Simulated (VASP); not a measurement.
Calculation: r2SCAN meta-GGA, VASP's PBE PAW potentials (set 64) (plane waves; VASP). For the first row: Run with 400 eV cut-off, 10×10×5 Γ-centred mesh, tetrahedra with Blöchl corrections, potentials Ti_sv Te.

| system | energy (eV/atom) |
|---|---|
| TiTe2 (space group P-3m1) | -22.0947 |
| Ti (hcp) | -12.9420 |
| Te (trig) | -25.4140 |

The references are the elements' solids at the same level; no temperature or zero-point terms are added.   Spin-orbit coupling is left out, which shifts such energies by up to tenths of an eV for the heavy elements here.

Question: What is the formation energy per atom of TiTe2?

Answer: The references average (1×(-12.9420) + 2×(-25.4140))/3 = -21.2567 eV, so the formation energy is -22.0947 − (-21.2567) = -0.838 eV/atom.
